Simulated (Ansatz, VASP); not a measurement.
# Cross-check of GaH2N (H-GaN-H chair monolayer) between VASP and Ansatz

Aim: how closely do two programs agree when they are given the same cell, functional and k mesh? The structure shown is the start of the Ansatz relaxation below; VASP solves that cell, so the two are compared at the walk's first step.

Method: plane waves, with VASP 6.6.1 beside it; single point at PBE with D3(BJ), in Ansatz 0.2.0.

### Step 1. The starting structure

The cell holds 4 atoms: 2 H, 1 N and 1 Ga. Cell: a = 3.184 Å, b = 3.185 Å, c = 37.393 Å, α = 90.0°, β = 90.0°, γ = 120.0°. Vacuum lies along c.

### Step 2. Ansatz: relaxation, PBE with D3(BJ)

Ansatz runs on its default PAW (the set named soft_2) files.

The two programs are compared at the cell with which this relaxation starts, whose forces are those of its first step.

Input file input.yaml:

```yaml
crystal:
  lattice:
    - [3.1845, 0.0, 0.0]
    - [-1.59225, 2.7578578984, 0.0]
    - [0.0, 0.0, 37.3933333353]
  atoms:
    - { symbol: H, position: [0.6666666667, 0.3333333333, 0.4573007666] }
    - { symbol: "N", position: [0.6666666667, 0.3333333333, 0.4845783562] }
    - { symbol: Ga, position: [0.3333333333, 0.6666666667, 0.501782849] }
    - { symbol: H, position: [0.3333333333, 0.6666666667, 0.5426992334] }
  periodic: [true, true, false]
kpoints:
  mp_grid: { grid: [12, 12, 1] }
hamiltonian:
  xc: pbe
  dispersion: d3bj
scf:
  occupations: { method: fermi_dirac, width: 0.05 }
  convergence: { dr2_threshold: 1.0e-09 }
relax:
  f_tol: 0.004
  max_steps: 90
  cell: {}
output:
  write_potential: true
  write_density: true
  volumetric_format: npy
```

The run is started by

```
$ ansatz run input.yaml --threads 2 --pin off --max-ram 3072MiB --backend cpu --events-out ev --progress --plain --runs-dir out
```

Numbers of over 12 decimals in the logs are rounded to 6 here.

The log of the run:

```text
Warning: relax.cell: scf.convergence.dr2_threshold = 1e-9 eV is looser than the 2.2980047439e-10 eV advised for a relaxation that steers and ends on the stress (1e-10 eV for each atom of the cell: 4, times the square of relax.cell.stress_2d_tol = 0.05 N/m over 13.2 Å (the atoms' height at the walk's start and 5 Å past either face), 3.790e-2 GPa, over a crystal's default 0.05). What an SCF threshold leaves in a stress goes as its square root, and in the free energy as the threshold itself, and one threshold admits the most on a small cell: [figures from the program's tests cut] Set scf.convergence.dr2_threshold to 2.2980047439e-10 eV or tighter. [rest of the remark cut]
Engine: ansatz 0.2.0, aarch64-unknown-linux-gnu
Pseudopotentials: kind: paw
Pseudopotential: H, paw, valence charge 1, recommended cutoff 420 eV (normal), H.paw.azcp
Pseudopotential: N, paw, valence charge 5, recommended cutoff 420 eV (normal), N.paw.azcp
Pseudopotential: Ga, paw, valence charge 13, recommended cutoff 420 eV (normal), Ga.paw.azcp
Functional definition: PBE
  parameter kappa = 0.804
  parameter beta = 0.066725
  exchange = pbe_x(kappa = kappa, mu = beta*pi^2/3)
  correlation = pbe_c(beta = beta)
Crystal: 4 atoms, lattice volume = 328.403 Å³
Basis set: ecut = 420 eV, 6473 PW (Γ), exchange–correlation on 48×48×500 points (8 copies of the dense FFT grid, shifted against one another)
Bands: 14, of which v1, the nominal top of the filled ones, is band 10 counted from 1 (9 counted from 0)
Symmetry: 6 space group operations
Space group: P3m1 (ITA 156), of the structure as read, at distance tolerance 6.9e-5 Å
k-points: 19 of 144 (time reversal used)
Non-local potential: H, projectors of the file, l = 0: 2, l = 1: 1
Non-local potential: N, projectors of the file, l = 0: 2, l = 1: 2, l = 2: 1
Non-local potential: Ga, projectors of the file, l = 0: 2, l = 1: 2, l = 2: 3, l = 3: 1
PAW form: soft (Blöchl's): semilocal exchange-correlation on the pseudo side does not see the compensation charge
PAW one-centre angular grid: H, 110 points (default); XC on 64 Gauss nodes
PAW one-centre angular grid: N, 110 points (default); XC on 64 Gauss nodes
PAW one-centre angular grid: Ga, 590 points (default); XC on 64 Gauss nodes
Initial density: superposition of atomic densities (neutral atoms: chi_scale 0, normalization atom), corrected by the library's trained network
Initial wavefunctions: pseudopotential atomic-orbital guess
Functional: x = pbe(κ = 0.804, μ = 0.219515), c = pbe(β = 0.066725)
SCF iter   1: F=—  HF=-4199.852900 eV  |F-HF|=—  |Δ(HF+E_count)|=         —  Δρ=1.15e-3  dr2=7.62e-3  ethr=1.77e-3  ⟨swp⟩=8.8  Hψ=2033  notcnv=0
preconditioner: auto → Resta (q_TF=auto, 1.711 Å⁻¹)  ε∞=1.4  [insulator: Δε(μ)=3.081 eV  Ē_g=15.361 eV  σ=0.050 eV  W_gap=1.00  n_scr=20 (ndim 8)  ℏωp=9.2 eV  f_vac=0.840  D(μ)=0.00/eV (n_scr^D=0)  ε∞_Penn≈1.4  vacuum switching on, ρ_ref=1.7e-2 e/Å³]
SCF iter   2: F=—  HF=-4199.853998 eV  |F-HF|=—  |Δ(HF+E_count)|=   1.10e-3  Δρ=6.67e-4  dr2=2.07e-3  ethr=3.81e-5  ⟨swp⟩=3.2  Hψ=721  notcnv=0
SCF iter   3: F=—  HF=-4199.854296 eV  |F-HF|=—  |Δ(HF+E_count)|=   2.98e-4  Δρ=2.37e-4  dr2=7.62e-4  ethr=1.04e-5  ⟨swp⟩=2.5  Hψ=486  notcnv=0
SCF iter   4: F=—  HF=-4199.854227 eV  |F-HF|=—  |Δ(HF+E_count)|=   6.86e-5  Δρ=5.58e-5  dr2=8.67e-6  ethr=3.81e-6  ⟨swp⟩=2.6  Hψ=422  notcnv=0
SCF iter   5: F=—  HF=-4199.854237 eV  |F-HF|=—  |Δ(HF+E_count)|=   1.02e-5  Δρ=2.55e-5  dr2=1.70e-6  ethr=4.34e-8  ⟨swp⟩=3.0  Hψ=555  notcnv=0
SCF iter   6: F=—  HF=-4199.854200 eV  |F-HF|=—  |Δ(HF+E_count)|=   3.73e-5  Δρ=1.08e-5  dr2=2.33e-7  ethr=8.49e-9  ⟨swp⟩=2.7  Hψ=514  notcnv=0
SCF iter   7: F=—  HF=-4199.854200 eV  |F-HF|=—  |Δ(HF+E_count)|=   1.32e-7  Δρ=3.10e-6  dr2=3.16e-8  ethr=1.16e-9  ⟨swp⟩=2.4  Hψ=481  notcnv=0
SCF iter   8: F=—  HF=-4199.854200 eV  |F-HF|=—  |Δ(HF+E_count)|=   2.59e-8  Δρ=1.03e-6  dr2=2.24e-9  ethr=1.58e-10  ⟨swp⟩=2.3  Hψ=473  notcnv=0
SCF iter   9: F=-4199.854200 eV  HF=-4199.854200 eV  |F-HF|=1.46e-11  |Δ(HF+E_count)|=   3.17e-9  Δρ=2.72e-7  dr2=3.75e-10  ethr=5.00e-12  ⟨swp⟩=9.9  Hψ=1791  notcnv=0
SCF 1 converged in 9 iterations: F = -4199.854200 eV  dr2 = 3.75e-10
  greatest PAW one-centre occupation: 0.995 electrons in one spin orbital (limit 2), on the Ga atom at site 2 (counted from 0), in its partial waves of l = 2
[...]
SCF iter   2: F=—  HF=-4199.913897 eV  |F-HF|=—  |Δ(HF+E_count)|=   3.18e-5  Δρ=9.81e-6  dr2=2.68e-7  ethr=6.75e-9  ⟨swp⟩=2.1  Hψ=461  notcnv=0
[...]
SCF 5 converged in 5 iterations: F = -4199.913896 eV  dr2 = 1.30e-10
relax step   5: F+E_penalty+E_count = -4199.91389650 eV  Δ(F+E_penalty+E_count) = +2.583e-5 eV  max|allowed force component| = 2.999e-3 eV/Å  Δτ_max = 0.0001 Å  P = +0.000 N/m  Ω = 332.993 Å³  energy of the carried Pulay correction = -1.463e-3 eV  fix = [c, alpha, beta]  reactions: c +0.000 N/m  (5 SCF iters, accepted)
Initial wavefunctions: pseudopotential atomic-orbital guess (no wavefunctions were taken with the density)
[...]
SCF iter   1: F=—  HF=-4199.912400 eV  |F-HF|=—  |Δ(HF+E_count)|=         —  Δρ=9.98e-5  dr2=1.05e-6  ethr=2.63e-7  ⟨swp⟩=4.6  Hψ=3057  notcnv=0
preconditioner: auto → Resta (q_TF=auto, 1.707 Å⁻¹)  ε∞=1.4  [insulator: Δε(μ)=2.956 eV  Ē_g=15.043 eV  σ=0.050 eV  W_gap=1.00  n_scr=20 (ndim 8)  ℏωp=9.1 eV  f_vac=0.846  D(μ)=0.00/eV (n_scr^D=0)  ε∞_Penn≈1.4  vacuum switching on, ρ_ref=1.6e-2 e/Å³]
SCF iter   2: F=—  HF=-4199.914295 eV  |F-HF|=—  |Δ(HF+E_count)|=   1.89e-3  Δρ=5.00e-5  dr2=3.09e-7  ethr=5.24e-9  ⟨swp⟩=2.6  Hψ=549  notcnv=0
SCF iter   3: F=—  HF=-4199.915374 eV  |F-HF|=—  |Δ(HF+E_count)|=   1.08e-3  Δρ=1.13e-5  dr2=1.50e-7  ethr=1.55e-9  ⟨swp⟩=3.1  Hψ=601  notcnv=0
SCF iter   4: F=—  HF=-4199.915492 eV  |F-HF|=—  |Δ(HF+E_count)|=   1.18e-4  Δρ=1.29e-6  dr2=3.26e-9  ethr=7.48e-10  ⟨swp⟩=2.8  Hψ=514  notcnv=0
iter 5 met the thresholds in force, and the SCF goes on: an eigenvalue changes by 6.00 meV, over its tolerance of 1.02 meV (output.eigenvalues, Limitations)
SCF iter   5: F=-4199.915496 eV  HF=-4199.915496 eV  |F-HF|=3.80e-7  |Δ(HF+E_count)|=   3.71e-6  Δρ=3.65e-7  dr2=1.63e-10  ethr=5.00e-12  ⟨swp⟩=16.9  Hψ=2458  notcnv=0
iter 6 met the thresholds in force, and the SCF goes on: an eigenvalue changes by 5.99 meV, over its tolerance of 1.03 meV (output.eigenvalues, Limitations)
SCF iter   6: F=-4199.915496 eV  HF=-4199.915496 eV  |F-HF|=7.27e-8  |Δ(HF+E_count)|=   3.07e-7  Δρ=1.38e-7  dr2=2.82e-11  ethr=1.00e-12  ⟨swp⟩=8.0  Hψ=1865  notcnv=0
Mixer restart at iter 6: flushing history
SCF iter   7: F=-4199.915496 eV  HF=-4199.915496 eV  |F-HF|=3.09e-11  |Δ(HF+E_count)|=   7.28e-8  Δρ=8.52e-8  dr2=2.68e-11  ethr=1.00e-12  ⟨swp⟩=6.6  Hψ=1665  notcnv=0
SCF 6 converged in 7 iterations: F = -4199.915496 eV  dr2 = 2.68e-11
relax step   6: F+E_penalty+E_count = -4199.91549627 eV  Δ(F+E_penalty+E_count) = -1.600e-3 eV  max|allowed force component| = 2.526e-3 eV/Å  Δτ_max = 0.0000 Å  P = +0.029 N/m  Ω = 332.993 Å³  fix = [c, alpha, beta]  reactions: c +0.000 N/m  stress off target by 2.87e-2 N/m on what of the cell is left free  SCF on the basis re-selected at this cell (its energy is not comparable with the rows above)  (7 SCF iters)
basis re-selected at this cell: Δ(F+E_penalty+E_count) = -1.600e-3 eV, ΔP = +0.028 N/m vs the last step (what re-selecting the basis moved, of the pressure what is left beyond the Pulay correction that the steps carried, after the strain that the cell walked since its last selection, with what the two solves' SCF thresholds leave and, on support functions, any second-order correction that the steps lacked; it is no m [...]
WARN: The output density's exchange-correlation potential varies sharply where the density is thin. Do not read a vacuum level from v_tot or v_xc, or from such a field of the output density. On a cell that repeats whose density bears no net charge and no dipole along the vacuum's axis use v_es (v_loc + v_h of the components); under efield.dipole_correction with no amplitude use v_es + v_field, which holds any externa [...]
SCF converged after 7 iterations
an eigenvalue changed by more than its tolerance at an iteration that met the thresholds in force, so the SCF went on 2 times, its first undamped step at iteration 6: the last check found none over its tolerance
Free energy (F): -4199.915496 eV
Harris-Foulkes:  -4199.915496 eV  (|F-HF|=3.09e-11)
Internal energy: -4199.915496 eV  (E = F + TS)
E sigma→0 (E₀):  -4199.915496 eV
Fermi energy:    -4.269211 eV
--- Per-component energies (eV) ---
  E_band       = -292.142739
  E_kinetic    = 273.726020
  E_local      = -36757.425204  (includes V_loc(G=0)·N_el)
  E_nonlocal   = 475.677129
  E_hartree    = 18153.843966
  E_xc         = -146.183910
  E_vxc        = -156.340179  (∫ρ·V_xc dr)
  E_paw        = -2119.557795  (= ΣΔE_a)
  E_vpaw       = -435.465469  (= ΣTr[D̂ρ^β])
  E_aug_tail   = -0.002514  (compensation charges beyond the density's cutoff)
  E_ewald      = 15920.299174
  E_disp       = -0.292361  (pairwise vdW)
  E_smearing   = -0.000000  (= −TS)
  E_closure    = -0.000000  (closes the sum)
  Σ components = -4199.915496   (vs F -4199.915496, Δ=0.00e0)
--- Forces (eV/Å), atoms counted from 1 ---
  atom   1  H     -0.00000000     0.00000000    -0.00252527
  atom   2  N     -0.00000000    -0.00000000     0.00240889
  atom   3  Ga    -0.00000000     0.00000000     0.00063049
  atom   4  H      0.00000000    -0.00000000    -0.00051286
  max |Σ_I F_I| component: 1.25e-6 eV/Å
--- 2D stress c σ (N/m, compression-positive) ---
        0.028703      -0.000000      -0.000000
       -0.000000       0.028703      -0.000000
       -0.000000      -0.000000       0.000000
  P = ½ c Tr σ = 0.0287 N/m
--- Band table (eV; the first three rows and the last of 19) ---
  k-point 0: bands = [... 6 lower, -12.4549, -7.5198, -5.7820, -5.7820, -2.8073 (-2.8073°), -1.5704, -1.2250, -0.6772]
  k-point 1: bands = [... 6 lower, -12.3953, -7.5031, -6.2047, -5.8750, -2.5837 (-2.5837°), -1.4105, -1.0236, -0.4989]
  k-point 2: bands = [... 6 lower, -12.2262, -7.6634, -6.9014, -6.1194, -2.1194 (-2.1194°), -0.9823, -0.5242, 0.0057]
  k-point 18: bands = [... 6 lower, -10.8090, -10.3017, -9.0219, -6.3437, 0.7349, 1.6224, 2.8049, 2.9880]
  ° read free of the cell's end (the report's vacuum.weakly_bound_levels)
--- Relaxed structure (5 steps of the walk, 5 accepted, 1 SCFs on fresh bases) ---
  F+E_penalty+E_count = -4199.91549627 eV   max|allowed force component| = 2.526e-3 eV/Å   (the final SCF, on the basis selected at the relaxed cell)
  cell:  # Å, volume = 332.9933 Å³
    - [3.206678, 1.6414956843260499e-18, 0]
    - [-1.603339, 2.777065, 0]
    - [0, 0, 37.3933333353]
  atoms:
    - { symbol: H, position: [0.666667, 0.333333, 0.456057] }
    - { symbol: N, position: [0.666667, 0.333333, 0.483446] }
    - { symbol: Ga, position: [0.333333, 0.666667, 0.502734] }
    - { symbol: H, position: [0.333333, 0.666667, 0.544123] }
```

Reading the cycles: dr2 is the Hartree energy of the density residual (eV), the measure of convergence; HF is the Harris–Foulkes estimate of the energy, which meets the free energy F at convergence.

[end of part 1 of 2]

[Lines on the potential files, build, host, timing and source positions are cut from VASP's logs without a mark.]

[Logs are printed without paths, hosts, clocks, repeated set-up lines and the standing remarks that a program may print on its own settings, such as how far it seeks lower states.]

[Hosts, paths, dates, database ids (printed as entryN), source tags and the programs' standing remarks are cut or masked in the printed files.]
